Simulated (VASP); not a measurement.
Shape and ions are relaxed at each volume.

Energy against volume of Hf (hcp). Calculation: revPBE GGA, VASP's PBE PAW potentials (set 64) (plane waves; VASP).

| V (Å³/atom) | E (eV/atom) |
|---|---|
| 21.520 | -9.55790 |
| 22.207 | -9.58028 |
| 22.893 | -9.58717 |
| 23.580 | -9.58045 |
| 24.267 | -9.56191 |

Question: Fit a third-order Birch-Murnaghan equation of state.

Answer: 
The volume per atom comes out as 22.88 Å³/atom. The bulk modulus comes out as 1050 kbar and the pressure derivative of the bulk modulus comes out as 3.49.

Measured: bulk modulus 110 GPa at 0 K (computed value off by -3.9 %), as given by Vázquez-Parga, Fernández-Martínez, Viñes, J. Chem. Theory Comput. (2023), doi:10.1021/acs.jctc.3c00612, Supporting … [zero-point energy and finite temperature contributions removed].

The compound is Hf in the hcp structure. It was relaxed first.
